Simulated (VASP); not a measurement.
# Quasiparticle energies of MoS2 in VASP, part 2 of 4

Wanted: how far GW moves the Kohn-Sham levels of MoS2. The cell has space group P6_3/mmc. The start is a cell from a database of measured crystal structures.

VASP 6.6.1, plane waves and PAW; the level of theory is named at each step.

So far. Step 2 (Ground state): The cell has a gap of 0.872 eV on mesh and path. Spin-orbit coupling is left out, which can shift or reorder these edges. Step 3 (Empty bands, functional PBE): WAVECAR now holds 544 bands for 52 electrons. Its independent-particle dielectric tensor has xx, yy, zz = 16.7, 16.7, 10.0 on this mesh, which isn't tested for convergence in mesh or bands and lacks local fields.

The database entry behind the starting cell differs from later determinations by our own check (about 0.3 % long), so it need not match the best structure at ambient conditions.

**4. evGW0**

This step: evGW0 on PBE, no spin polarisation; plane waves and PAW (Mo_sv_GW, S_GW) (VASP 6.6.1).

The lowest NBANDSGW levels in G are updated for four passes while W stays fixed, so the result depends less on the starting levels.

The input, INCAR:

```
SYSTEM = MoS2
PREC = Accurate
ENCUT = 370
ISMEAR = 0
SIGMA = 0.01
LREAL = .FALSE.
GGA = PE
NBANDS = 544
ALGO = EVGW0
NELMGW = 4
ENCUTGW = 170
NOMEGA = 48
PRECFOCK = Fast
NBANDSGW = 40
LWAVE = .FALSE.
LCHARG = .FALSE.
```

The input, POSCAR:

```
MoS2
1.0
    3.1690000000      0.0000000000      0.0000000000
   -1.5845000000      2.7444345046      0.0000000000
    0.0000000000      0.0000000000     12.3240000000
Mo S
2 4
Direct
    0.3333333333      0.6666666667      0.2500000000
    0.6666666667      0.3333333333      0.7500000000
    0.3333333333      0.6666666667      0.6230000000
    0.6666666667      0.3333333333      0.1230000000
    0.3333333333      0.6666666667      0.8770000000
    0.6666666667      0.3333333333      0.3770000000
```

The input, KPOINTS:

```
Automatic mesh
0
Gamma
6 6 2
0 0 0
```

Potentials, in the order of the species: Mo_sv_GW and S_GW (PBE family, release 64).

On the command line:

```bash
$ mpirun -np 8 vasp_std
```

Output:

```text
[banner, memory and clock lines left out]
running    8 mpi-ranks, on    1 nodes
 distrk:  each k-point on    8 cores,    1 groups
 distr:  one band on    1 cores,    8 groups

 POSCAR found type information on POSCAR MoS
 POSCAR found :  2 types and       6 ions
 [... a notice as in an earlier step ...]

|                                                                             |
|           W    W    AA    RRRRR   N    N  II  N    N   GGGG   !!!           |
|           W    W   A  A   R    R  NN   N  II  NN   N  G    G  !!!           |
|           W    W  A    A  R    R  N N  N  II  N N  N  G       !!!           |
|           W WW W  AAAAAA  RRRRR   N  N N  II  N  N N  G  GGG   !            |
|           WW  WW  A    A  R   R   N   NN  II  N   NN  G    G                |
|           W    W  A    A  R    R  N    N  II  N    N   GGGG   !!!           |
|                                                                             |
|     The default for ENCUTGWSOFT is different in this version of VASP.       |
|     please manually set ENCUTGWSOFT =170 in the INCAR file.                 |
|                                                                             |

 LDA part: xc-table for (Slater+PW92), standard interpolation
 found WAVECAR, reading the header
 POSCAR, INCAR and KPOINTS ok, starting setup
 FFT: planning ... GRIDC
 FFT: planning ... GRID_SOFT
 FFT: planning ... GRID
 reading WAVECAR
 the WAVECAR file was read successfully
 initial charge from wavefunction
 available memory per node:     53.91 GB, setting MAXMEM to     55200

 The Fermi energy was updated, please check that it is located mid-gap
 values below the HOMO (VB) or above the LUMO (CB) will cause erroneous energies
 E-fermi :   7.9077

 calculate exact exchange contribution
 the WAVEDER file was read successfully
|                                                                             |
|           W    W    AA    RRRRR   N    N  II  N    N   GGGG   !!!           |
|           W    W   A  A   R    R  NN   N  II  NN   N  G    G  !!!           |
|           W    W  A    A  R    R  N N  N  II  N N  N  G       !!!           |
|           W WW W  AAAAAA  RRRRR   N  N N  II  N  N N  G  GGG   !            |
|           WW  WW  A    A  R   R   N   NN  II  N   NN  G    G                |
|           W    W  A    A  R    R  N    N  II  N    N   GGGG   !!!           |
|                                                                             |
|     Automatic setting of frequency mesh for GW failed. Frequency mesh       |
|     properly not suitable for determining QP energies. Consider             |
|     increasing number of kpoints.                                           |
|                                                                             |

energies w=
    0.000    0.000    0.926    0.000    1.848    0.000    2.762    0.000
    3.665    0.000    4.556    0.000    5.432    0.000    6.291    0.000
    7.135    0.000    7.963    0.000    8.776    0.000    9.576    0.000
   10.365    0.000   11.144    0.000   11.917    0.000   12.685    0.000
   13.453    0.000   14.223    0.000   14.999    0.000   15.784    0.000
   16.583    0.000   17.401    0.000   18.241    0.000   19.110    0.000
   20.013    0.000   20.960    0.000   21.957    0.000   23.015    0.000
   24.146    0.000   25.363    0.000   26.684    0.000   28.130    0.000
   29.730    0.000   31.516    0.000   33.530    0.000   35.831    0.000
   38.495    0.000   41.625    0.000   45.366    0.000   49.926    0.000
   55.617    0.000   62.927    0.000   72.659    0.000   86.247    0.000
  106.508    0.000  139.862    0.000  204.770    0.000  384.998    0.000
 responsefunction array rank=     568
 LDA part: xc-table for (Slater+PW92), standard interpolation

 min. memory requirement per mpi rank    666.7 MB, per node   5333.6 MB

 allocating   6 responsefunctions rank=   568
 shmem allocating  48 responsefunctions rank=   568
 response function shared by NCSHMEM nodes    1
 Doing            6  frequencies on each core in blocks of           48
NQ=   1    0.0000    0.0000    0.0000,
|.........|.........|.........|.........|.........|.........|.........|.........
 performed       2548000 updates of chi_q(r,r)
 total number of BLAS operations       6145.38 Gflops
NQ=   2    0.1667   -0.0000    0.0000,
|.........|.........|.........|.........|.........|.........|.........|.........
 performed       7098000 updates of chi_q(r,r)
 total number of BLAS operations      17238.05 Gflops
NQ=   3    0.3333   -0.0000    0.0000,
|.........|.........|.........|.........|.........|.........|.........|.........
 performed      11648000 updates of chi_q(r,r)
 total number of BLAS operations      27696.98 Gflops
NQ=   4    0.5000   -0.0000    0.0000,
|.........|.........|.........|.........|.........|.........|.........|.........
 performed      15067000 updates of chi_q(r,r)
 total number of BLAS operations      35496.73 Gflops
NQ=   5    0.1667    0.1667    0.0000,
|.........|.........|.........|.........|.........|.........|.........|.........
 performed      19617000 updates of chi_q(r,r)
 total number of BLAS operations      45994.73 Gflops
NQ=   6    0.3333    0.1667    0.0000,
|.........|.........|.........|.........|.........|.........|.........|.........
 performed      24689000 updates of chi_q(r,r)
 total number of BLAS operations      57394.40 Gflops
NQ=   7    0.3333    0.3333    0.0000,
|.........|.........|.........|.........|.........|.........|.........|.........
 performed      27672000 updates of chi_q(r,r)
 total number of BLAS operations      64355.18 Gflops
NQ=   8    0.0000    0.0000    0.5000,
|.........|.........|.........|.........|.........|.........|.........|.........
 performed      30220000 updates of chi_q(r,r)
 total number of BLAS operations      70887.03 Gflops
NQ=   9    0.1667   -0.0000    0.5000,
|.........|.........|.........|.........|.........|.........|.........|.........
 performed      34770000 updates of chi_q(r,r)
 total number of BLAS operations      81979.70 Gflops
NQ=  10    0.3333   -0.0000    0.5000,
|.........|.........|.........|.........|.........|.........|.........|.........
 performed      39320000 updates of chi_q(r,r)
 total number of BLAS operations      92438.64 Gflops
NQ=  11    0.5000   -0.0000    0.5000,
|.........|.........|.........|.........|.........|.........|.........|.........
 performed      42739000 updates of chi_q(r,r)
 total number of BLAS operations     100533.25 Gflops
NQ=  12    0.1667    0.1667    0.5000,
|.........|.........|.........|.........|.........|.........|.........|.........
 performed      47289000 updates of chi_q(r,r)
[...]
total number of BLAS operations      81979.70 Gflops
NQ=  10    0.3333   -0.0000    0.5000,
|.........|.........|.........|.........|.........|.........|.........|.........
 performed      39320000 updates of chi_q(r,r)
 total number of BLAS operations      92438.64 Gflops
NQ=  11    0.5000   -0.0000    0.5000,
|.........|.........|.........|.........|.........|.........|.........|.........
 performed      42739000 updates of chi_q(r,r)
 total number of BLAS operations     100533.25 Gflops
NQ=  12    0.1667    0.1667    0.5000,
|.........|.........|.........|.........|.........|.........|.........|.........
 performed      47289000 updates of chi_q(r,r)
 total number of BLAS operations     110914.28 Gflops
NQ=  13    0.3333    0.1667    0.5000,
|.........|.........|.........|.........|.........|.........|.........|.........
 performed      52361000 updates of chi_q(r,r)
 total number of BLAS operations     122573.51 Gflops
NQ=  14    0.3333    0.3333    0.5000,
|.........|.........|.........|.........|.........|.........|.........|.........
 performed      55344000 updates of chi_q(r,r)
 total number of BLAS operations     129380.47 Gflops
 resolving degeneracies of screened two electron integrals

 calculate QP shifts <psi_nk| G(iteration)W_0 |psi_nk>: iteration 2
 allocating   6 responsefunctions rank=   568
 shmem allocating  48 responsefunctions rank=   568
 response function shared by NCSHMEM nodes    1
 Doing            6  frequencies on each core in blocks of           48
NQ=   1    0.0000    0.0000    0.0000,
|.........|.........|.........|.........|.........|.........|.........|.........
 performed       2548000 updates of chi_q(r,r)
 total number of BLAS operations       6145.38 Gflops
NQ=   2    0.1667   -0.0000    0.0000,
|.........|.........|.........|.........|.........|.........|.........|.........
 performed       7098000 updates of chi_q(r,r)
 total number of BLAS operations      17238.05 Gflops
NQ=   3    0.3333   -0.0000    0.0000,
|.........|.........|.........|.........|.........|.........|.........|.........
 performed      11648000 updates of chi_q(r,r)
 total number of BLAS operations      27696.98 Gflops
NQ=   4    0.5000   -0.0000    0.0000,
|.........|.........|.........|.........|.........|.........|.........|.........
 performed      15067000 updates of chi_q(r,r)
 total number of BLAS operations      35496.73 Gflops
NQ=   5    0.1667    0.1667    0.0000,
|.........|.........|.........|.........|.........|.........|.........|.........
 performed      19617000 updates of chi_q(r,r)
 total number of BLAS operations      45994.73 Gflops
NQ=   6    0.3333    0.1667    0.0000,
|.........|.........|.........|.........|.........|.........|.........|.........
 performed      24689000 updates of chi_q(r,r)
 total number of BLAS operations      57394.40 Gflops
NQ=   7    0.3333    0.3333    0.0000,
|.........|.........|.........|.........|.........|.........|.........|.........
 performed      27672000 updates of chi_q(r,r)
 total number of BLAS operations      64355.18 Gflops
NQ=   8    0.0000    0.0000    0.5000,
|.........|.........|.........|.........|.........|.........|.........|.........
 performed      30220000 updates of chi_q(r,r)
 total number of BLAS operations      70887.03 Gflops
NQ=   9    0.1667   -0.0000    0.5000,
|.........|.........|.........|.........|.........|.........|.........|.........
 performed      34770000 updates of chi_q(r,r)
 total number of BLAS operations      81979.70 Gflops
NQ=  10    0.3333   -0.0000    0.5000,
|.........|.........|.........|.........|.........|.........|.........|.........
 performed      39320000 updates of chi_q(r,r)
 total number of BLAS operations      92438.64 Gflops
NQ=  11    0.5000   -0.0000    0.5000,
|.........|.........|.........|.........|.........|.........|.........|.........
 performed      42739000 updates of chi_q(r,r)
 total number of BLAS operations     100533.25 Gflops
NQ=  12    0.1667    0.1667    0.5000,
|.........|.........|.........|.........|.........|.........|.........|.........
 performed      47289000 updates of chi_q(r,r)
 total number of BLAS operations     110914.28 Gflops
NQ=  13    0.3333    0.1667    0.5000,
|.........|.........|.........|.........|.........|.........|.........|.........
 performed      52361000 updates of chi_q(r,r)
 total number of BLAS operations     122573.51 Gflops
NQ=  14    0.3333    0.3333    0.5000,
|.........|.........|.........|.........|.........|.........|.........|.........
 performed      55344000 updates of chi_q(r,r)
 total number of BLAS operations     129380.47 Gflops
 resolving degeneracies of screened two electron integrals

 calculate QP shifts <psi_nk| G(iteration)W_0 |psi_nk>: iteration 3
 allocating   6 responsefunctions rank=   568
 shmem allocating  48 responsefunctions rank=   568
 response function shared by NCSHMEM nodes    1
 Doing            6  frequencies on each core in blocks of           48
NQ=   1    0.0000    0.0000    0.0000,
|.........|.........|.........|.........|.........|.........|.........|.........
 performed       2548000 updates of chi_q(r,r)
 total number of BLAS operations       6145.38 Gflops
NQ=   2    0.1667   -0.0000    0.0000,
|.........|.........|.........|.........|.........|.........|.........|.........
 performed       7098000 updates of chi_q(r,r)
 total number of BLAS operations      17238.05 Gflops
NQ=   3    0.3333   -0.0000    0.0000,
|.........|.........|.........|.........|.........|.........|.........|.........
 performed      11648000 updates of chi_q(r,r)
 total number of BLAS operations      27696.98 Gflops
NQ=   4    0.5000   -0.0000    0.0000,
|.........|.........|.........|.........|.........|.........|.........|.........
 performed      15067000 updates of chi_q(r,r)
 total number of BLAS operations      35496.73 Gflops
NQ=   5    0.1667    0.1667    0.0000,
|.........|.........|.........|.........|.........|.........|.........|.........
 performed      19617000 updates of chi_q(r,r)
 total number of BLAS operations      45994.73 Gflops
NQ=   6    0.3333    0.1667    0.0000,
|.........|.........|.........|.........|.........|.........|.........|.........
 performed      24689000 updates of chi_q(r,r)
 total number of BLAS operations      57394.40 Gflops
NQ=   7    0.3333    0.3333    0.0000,
|.........|.........|.........|.........|.........|.........|.........|.........
 performed      27672000 updates of chi_q(r,r)
 total number of BLAS operations      64355.18 Gflops
NQ=   8    0.0000    0.0000    0.5000,
|.........|.........|.........|.........|.........|.........|.........|.........
 performed      30220000 updates of chi_q(r,r)
 total number of BLAS operations      70887.03 Gflops
NQ=   9    0.1667   -0.0000    0.5000,
|.........|.........|.........|.........|.........|.........|.........|.........
 performed      34770000 updates of chi_q(r,r)
 total number of BLAS operations      81979.70 Gflops
NQ=  10    0.3333   -0.0000    0.5000,
|.........|.........|.........|.........|.........|.........|.........|.........
 performed      39320000 updates of chi_q(r,r)
 total number of BLAS operations      92438.64 Gflops
NQ=  11    0.5000   -0.0000    0.5000,
|.........|.........|.........|.........|.........|.........|.........|.........
 performed      42739000 updates of chi_q(r,r)
 total number of BLAS operations     100533.25 Gflops
NQ=  12    0.1667    0.1667    0.5000,
|.........|.........|.........|.........|.........|.........|.........|.........
 performed      47289000 updates of chi_q(r,r)
 total number of BLAS operations     110914.28 Gflops
NQ=  13    0.3333    0.1667    0.5000,
|.........|.........|.........|.........|.........|.........|.........|.........
 performed      52361000 updates of chi_q(r,r)
 total number of BLAS operations     122573.51 Gflops
NQ=  14    0.3333    0.3333    0.5000,
|.........|.........|.........|.........|.........|.........|.........|.........
 performed      55344000 updates of chi_q(r,r)
 total number of BLAS operations     129380.47 Gflops
 resolving degeneracies of screened two electron integrals

 calculate QP shifts <psi_nk| G(iteration)W_0 |psi_nk>: iteration 4
 entering main loop
```

Elapsed: 79 min, on 8 MPI ranks of Intel Xeon 6975P-C (Granite Rapids), shared host; peak memory 5.8 GiB.

(Part 2 of 4 ends here.)

[Lines on the potential files, build, host, timing and source positions are cut from VASP's logs without a mark.]

[Logs are printed without paths, hosts, clocks, repeated set-up lines and the standing remarks that a program may print on its own settings, such as how far it seeks lower states.]

[Hosts, paths, dates, database ids (printed as entryN), source tags and the programs' standing remarks are cut or masked in the printed files.]

[Pressures printed for these runs are not shown converged in the cutoff: they can be off by several GPa and have the wrong sign.]
